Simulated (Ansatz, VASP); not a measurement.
# TiC in two plane-wave programs, part 2 of 2

Wanted: the spread between two codes on one cell, functional and k mesh. The cell is taken from a series of runs on this material, whose earlier steps may have relaxed, scaled, displaced or heated it; both programs get it as it stands.

VASP 6.6.1 and Ansatz 0.2.0.

So far: Starting point; Ansatz: zone-centre phonons, PBEsol.

**3. VASP: zone-centre phonons, PBEsol**

Level of this step: PBEsol; plane waves and PAW (C, Ti_sv) (VASP).

The same cell, functional, mesh and smearing now go to VASP, with its own data sets.

Lines of VASP's logs that name or quote its potential files are left out, and so is its time.

Input file INCAR:

```
SYSTEM = TiC
PREC = Accurate
ENCUT = 600
EDIFF = 1E-08
NELM = 120
ISMEAR = 1
SIGMA = 0.2
LREAL = .FALSE.
ALGO = Normal
GGA = PS
NBANDS = 14
LASPH = .TRUE.
LORBIT = 11
LWAVE = .FALSE.
LCHARG = .FALSE.
ISIF = 2
IBRION = 8
GGA_COMPAT = .FALSE.
KPAR = 2
```

Input file POSCAR:

```
TiC
1.0
    0.0694148249      2.1514648425      2.1514648425
    2.1514648425      0.0694148249      2.1514648425
    2.1514648425      2.1514648425      0.0694148249
C Ti
1 1
Direct
    0.5000000000      0.5000000000      0.5000000000
    0.0000000000      0.0000000000      0.0000000000
```

Input file KPOINTS:

```
Automatic mesh
0
Gamma
16 16 16
0 0 0
```

Potentials, in the order of the species: C and Ti_sv (PBE family, release 64).

On the command line:

```sh
mpirun -np 2 vasp_std
```

Numbers of over 12 decimals in the logs are rounded to 6 here.

Output:

```text
[banner, memory and clock lines left out]
running    2 mpi-ranks, on    1 nodes
 distrk:  each k-point on    1 cores,    2 groups
 distr:  one band on    1 cores,    1 groups

 POSCAR found type information on POSCAR C Ti
 POSCAR found :  2 types and       2 ions
|                                                                             |
|               ----> ADVICE to this user running VASP <----                  |
|                                                                             |
|     You enforced a specific xc type in the INCAR file but a different       |
|     [... a line on the potential file left out ...]
|     I HOPE YOU KNOW WHAT YOU ARE DOING!                                     |
|                                                                             |

 LDA part: xc-table for (Slater+PW92), standard interpolation
 POSCAR, INCAR and KPOINTS ok, starting setup
 FFT: planning ... GRIDC
 FFT: planning ... GRID_SOFT
 FFT: planning ... GRID
 WAVECAR not read
 entering main loop
       N       E                     dE             d eps       ncg     rms          rms(c)
DAV:   1     0.126674808950E+03    0.12667E+03   -0.89004E+03 11694   0.153E+03
DAV:   2    -0.163742898924E+02   -0.14305E+03   -0.13475E+03 12320   0.373E+02
DAV:   3    -0.246200177021E+02   -0.82457E+01   -0.80593E+01 15550   0.862E+01
DAV:   4    -0.249558908272E+02   -0.33587E+00   -0.33561E+00 14316   0.158E+01
DAV:   5    -0.249653387317E+02   -0.94479E-02   -0.94474E-02 15996   0.227E+00    0.200E+01
DAV:   6    -0.202027587424E+02    0.47626E+01   -0.11982E+01 16912   0.606E+01    0.652E+00
DAV:   7    -0.197618117881E+02    0.44095E+00   -0.18342E+00 14006   0.204E+01    0.568E+00
DAV:   8    -0.197324277385E+02    0.29384E-01   -0.12824E-01 13236   0.483E+00    0.252E+00
DAV:   9    -0.197375909664E+02   -0.51632E-02   -0.66621E-02 14848   0.263E+00    0.888E-01
DAV:  10    -0.197355480118E+02    0.20430E-02   -0.82657E-03 15618   0.129E+00    0.599E-01
DAV:  11    -0.197344687204E+02    0.10793E-02   -0.38113E-03 12534   0.908E-01    0.624E-02
DAV:  12    -0.197344307598E+02    0.37961E-04   -0.27558E-04 13146   0.247E-01    0.110E-02
DAV:  13    -0.197344223909E+02    0.83690E-05   -0.18008E-05 15946   0.583E-02    0.356E-03
DAV:  14    -0.197344218756E+02    0.51533E-06   -0.91152E-07 15232   0.157E-02    0.306E-03
DAV:  15    -0.197344218024E+02    0.73116E-07   -0.10374E-07 16118   0.267E-03    0.516E-04
DAV:  16    -0.197344218170E+02   -0.14509E-07   -0.13265E-08  9516   0.125E-03    0.728E-05
DAV:  17    -0.197344218140E+02    0.29381E-08   -0.64550E-10  6924   0.257E-04
   1 F= -.19734422E+02 E0= -.19734620E+02  d E =0.593475E-03
 Linear response reoptimize wavefunctions to high precision
DAV:   1    -0.197344218115E+02    0.25389E-08   -0.85735E-11  7770   0.111E-04
DAV:   2    -0.197344218115E+02   -0.11369E-10   -0.18518E-11  6426   0.396E-05
 Linear response DOF=           2
 Linear response progress:
  Degree of freedom:   1/  2
       N       E                     dE             d eps       ncg     rms          rms(c)
RMM:   1    -0.126478590721E+00   -0.12648E+00   -0.51413E-02 67293   0.235E+00
RMM:   2    -0.116908629063E+00    0.95700E-02   -0.58743E-03 61149   0.585E-01    0.143E-01
RMM:   3    -0.117582228521E+00   -0.67360E-03   -0.19628E-03 64561   0.247E-01    0.662E-02
RMM:   4    -0.118608548027E+00   -0.10263E-02   -0.73272E-04 66010   0.149E-01    0.150E-02
RMM:   5    -0.118750991231E+00   -0.14244E-03   -0.15639E-04 74139   0.605E-02    0.278E-03
RMM:   6    -0.118733391120E+00    0.17600E-04   -0.21165E-05 73097   0.250E-02    0.117E-03
RMM:   7    -0.118737622072E+00   -0.42310E-05   -0.46327E-06 75668   0.119E-02    0.460E-04
RMM:   8    -0.118737857102E+00   -0.23503E-06   -0.10348E-06 75110   0.583E-03    0.254E-04
RMM:   9    -0.118737083298E+00    0.77380E-06   -0.56313E-07 75077   0.311E-03    0.953E-05
RMM:  10    -0.118736879537E+00    0.20376E-06   -0.88424E-07 76345   0.167E-03    0.635E-05
RMM:  11    -0.118736946130E+00   -0.66593E-07   -0.21847E-07 75942   0.902E-04    0.257E-05
RMM:  12    -0.118736933699E+00    0.12431E-07   -0.17548E-07 74220   0.491E-04    0.143E-05
RMM:  13    -0.118736949240E+00   -0.15541E-07   -0.97189E-08 78287   0.274E-04    0.799E-06
RMM:  14    -0.118736944260E+00    0.49798E-08   -0.63622E-08 77064   0.148E-04    0.252E-06
 first order change of Fermi-energy   0.17158E-03
 force on displaced ion       1 direction 1 : -12.096  -0.797  -0.797
 Linear response progress:
  Degree of freedom:   2/  2
       N       E                     dE             d eps       ncg     rms          rms(c)
RMM:   1    -0.684995994930E+00   -0.68500E+00    0.62011E+00 30834   0.137E+02
RMM:   2    -0.656019580528E+00    0.28976E-01   -0.24600E-01 53484   0.509E+00    0.240E-01
RMM:   3    -0.654639204245E+00    0.13804E-02   -0.19126E-02 63572   0.121E+00    0.119E-01
RMM:   4    -0.653899168960E+00    0.74004E-03   -0.76244E-03 69911   0.533E-01    0.218E-02
RMM:   5    -0.654471682839E+00   -0.57251E-03   -0.12233E-03 73912   0.214E-01    0.103E-02
RMM:   6    -0.654806636731E+00   -0.33495E-03   -0.33883E-04 74553   0.944E-02    0.730E-03
RMM:   7    -0.655323564645E+00   -0.51693E-03   -0.81475E-05 66293   0.505E-02    0.648E-03
RMM:   8    -0.655165182842E+00    0.15838E-03   -0.40474E-05 70906   0.268E-02    0.606E-04
RMM:   9    -0.655176191374E+00   -0.11009E-04   -0.20354E-05 76616   0.147E-02    0.542E-04
RMM:  10    -0.655192681903E+00   -0.16491E-04   -0.13445E-05 75178   0.880E-03    0.251E-04
RMM:  11    -0.655205435861E+00   -0.12754E-04   -0.10360E-05 73529   0.592E-03    0.298E-05
RMM:  12    -0.655205053968E+00    0.38189E-06   -0.80298E-06 78892   0.410E-03    0.947E-05
RMM:  13    -0.655207037458E+00   -0.19835E-05   -0.61468E-06 73949   0.306E-03    0.767E-05
RMM:  14    -0.655208041983E+00   -0.10045E-05   -0.47674E-06 77120   0.237E-03    0.739E-05
[...]
RMM:  21    -0.655212120955E+00   -0.14316E-06   -0.12198E-06 71045   0.759E-04    0.288E-05
RMM:  22    -0.655211353867E+00    0.76709E-06   -0.10301E-06 79523   0.701E-04    0.515E-05
RMM:  23    -0.655211481950E+00   -0.12808E-06   -0.86752E-07 67059   0.598E-04    0.601E-05
RMM:  24    -0.655211662785E+00   -0.18083E-06   -0.72753E-07 72671   0.542E-04    0.498E-05
RMM:  25    -0.655212110216E+00   -0.44743E-06   -0.60217E-07 76843   0.490E-04    0.369E-05
RMM:  26    -0.655212067501E+00    0.42715E-07   -0.52027E-07 68801   0.412E-04    0.390E-05
RMM:  27    -0.655212104278E+00   -0.36777E-07   -0.43945E-07 57688   0.370E-04    0.453E-05
RMM:  28    -0.655212137543E+00   -0.33266E-07   -0.37826E-07 63430   0.333E-04    0.421E-05
 first order change of Fermi-energy  -0.35398E-04
 force on displaced ion       2 direction 1 : -12.109  -0.798  -0.798
 Linear response finished
```

Parts of OUTCAR (step 3):

```text
ion  position               nearest neighbor table
   1  0.500  0.500  0.500-   2 2.12   2 2.12   2 2.12   2 2.12   2 2.12   2 2.12
   2  0.000  0.000  0.000-   1 2.12   1 2.12   1 2.12   1 2.12   1 2.12   1 2.12

  LATTYP: Found a trigonal (rhomboedric) cell.
 ALAT       =     3.0434224739
 COS(alpha) =     0.5319870930

 Subroutine GETGRP returns: Found 12 space group operations
 (whereof 12 operations were pure point group operations)

The static configuration has the point symmetry D_3d.

 Found    417 irreducible k-points:

   k-points           NKPTS =    417   k-points in BZ     NKDIM =    417   number of bands    NBANDS=     14

   dimension x,y,z NGX =    24 NGY =   24 NGZ =   24
   dimension x,y,z NGXF=    48 NGYF=   48 NGZF=   48

   ENCUT  =  600.0 eV  44.10 Ry    6.64 a.u.   6.08  6.08  6.08*2*pi/ulx,y,z

   NELECT =      16.0000    total number of electrons

 k-points in reciprocal lattice and weights: Automatic mesh
   0.00000000  0.00000000  0.00000000       0.000
   0.06250000  0.00000000 -0.00000000       0.001
   0.12500000  0.00000000 -0.00000000       0.001
   0.18750000  0.00000000 -0.00000000       0.001
   0.25000000  0.00000000 -0.00000000       0.001
   0.31250000  0.00000000  0.00000000       0.001
   0.37500000  0.00000000 -0.00000000       0.001
   0.43750000 -0.00000000 -0.00000000       0.001
   0.50000000  0.00000000 -0.00000000       0.001
[...]
-0.43750000  0.50000000  0.43750000       0.001
   0.50000000  0.50000000  0.50000000       0.000

 average (electrostatic) potential at core
       1 -43.7479       2 -69.8704

  Total        1.4929079      1.4929079      1.4929079     -0.7320750     -0.7320750     -0.7320750
  in kB      126.1963833    126.1963833    126.1963833    -61.8827330    -61.8827330    -61.8827330
  external PRESSURE =     126.1963833 kB  Pullay stress =       0.0000000 kB

  energy-cutoff  :      600.00
  volume of cell :       18.95
      direct lattice vectors                 reciprocal lattice vectors
     0.069414825  2.151464842  2.151464842    -0.243960489  0.236335369  0.236335369
     2.151464842  0.069414825  2.151464842     0.236335369 -0.243960489  0.236335369
     2.151464842  2.151464842  0.069414825     0.236335369  0.236335369 -0.243960489

 POSITION                                       TOTAL-FORCE (eV/Angst)
 -----------------------------------------------------------------------------------
      2.18617      2.18617      2.18617        -0.000000     -0.000000      0.000000
      0.00000      0.00000      0.00000         0.000000      0.000000     -0.000000
 -----------------------------------------------------------------------------------
    total drift:                                0.000000     -0.000000     -0.000000

 Eigenvectors and eigenvalues of the dynamical matrix
 ----------------------------------------------------

   1 f  =   18.668237 THz   117.295990 2PiTHz  622.705344 cm-1    77.205588 meV
             X         Y         Z           dx          dy          dz
      2.186172  2.186172  2.186172     0.516164    0.516164    0.516164
      0.000000  0.000000  0.000000    -0.258665   -0.258665   -0.258665

   2 f  =   16.960090 THz   106.563388 2PiTHz  565.727709 cm-1    70.141265 meV
             X         Y         Z           dx          dy          dz
      2.186172  2.186172  2.186172     0.653825   -0.608026   -0.045799
      0.000000  0.000000  0.000000    -0.327648    0.304697    0.022951

   3 f  =   16.960090 THz   106.563388 2PiTHz  565.727709 cm-1    70.141265 meV
             X         Y         Z           dx          dy          dz
      2.186172  2.186172  2.186172     0.324602    0.403928   -0.728530
      0.000000  0.000000  0.000000    -0.162666   -0.202419    0.365085

   4 f/i=    0.003656 THz     0.022972 2PiTHz    0.121952 cm-1     0.015120 meV
             X         Y         Z           dx          dy          dz
      2.186172  2.186172  2.186172    -0.255293    0.354537   -0.099244
      0.000000  0.000000  0.000000    -0.509439    0.707482   -0.198043

   5 f/i=    0.003656 THz     0.022972 2PiTHz    0.121952 cm-1     0.015120 meV
             X         Y         Z           dx          dy          dz
      2.186172  2.186172  2.186172    -0.261991   -0.090095    0.352085
      0.000000  0.000000  0.000000    -0.522805   -0.179784    0.702590

   6 f/i=    0.004097 THz     0.025744 2PiTHz    0.136672 cm-1     0.016945 meV
             X         Y         Z           dx          dy          dz
      2.186172  2.186172  2.186172    -0.258665   -0.258665   -0.258665
      0.000000  0.000000  0.000000    -0.516164   -0.516164   -0.516164

 ELASTIC MODULI CONTR FROM IONIC RELAXATION (kBar)
 Direction    XX          YY          ZZ          XY          YZ          ZX
 --------------------------------------------------------------------------------
 XX           0.0000      0.0000      0.0000      0.0000      0.0000      0.0000
 YY           0.0000      0.0000      0.0000      0.0000      0.0000      0.0000
 ZZ           0.0000      0.0000      0.0000      0.0000      0.0000      0.0000
 XY           0.0000      0.0000      0.0000      0.0000      0.0000      0.0000
 YZ           0.0000      0.0000      0.0000      0.0000      0.0000      0.0000
 ZX           0.0000      0.0000      0.0000      0.0000      0.0000      0.0000
 --------------------------------------------------------------------------------
```

**4. Comparison**

Known differences besides the potentials themselves: the cutoff is 420 eV in Ansatz and 600 eV in VASP; Ansatz makes its cores anew for this functional, VASP keeps those of its PBE data sets. Total energies have different zeros and are not compared.

Compared:

```tsv
quantity	Ansatz	VASP	difference
optical mode 1 to 2 (cm⁻¹)	564.9	565.7	-0.14 %
optical mode 3 (cm⁻¹)	622.2	622.7	-0.08 %
```

Modes are paired by rising frequency, not by their patterns, so a pair may set unlike modes beside each other; they are those without the splitting of longitudinal modes.

**5. What came out**

```json
{
 "r.m.s. difference of the optical zone-centre modes, each program's sorted by frequency (zone-centre phonons, PBEsol)": "0.73 cm⁻¹"
}
```

In words: The r.m.s. difference of the optical zone-centre modes, each program's sorted by frequency is 0.73 cm⁻¹ (zone-centre phonons, PBEsol). Such differences can come from data sets, numerical settings and the points named under the comparisons, not from the functional's error against experiment.

[Lines on the potential files, build, host, timing and source positions are cut from VASP's logs without a mark.]

[Logs are printed without paths, hosts, clocks, repeated set-up lines and the standing remarks that a program may print on its own settings, such as how far it seeks lower states.]

[Hosts, paths, dates, database ids (printed as entryN), source tags and the programs' standing remarks are cut or masked in the printed files.]
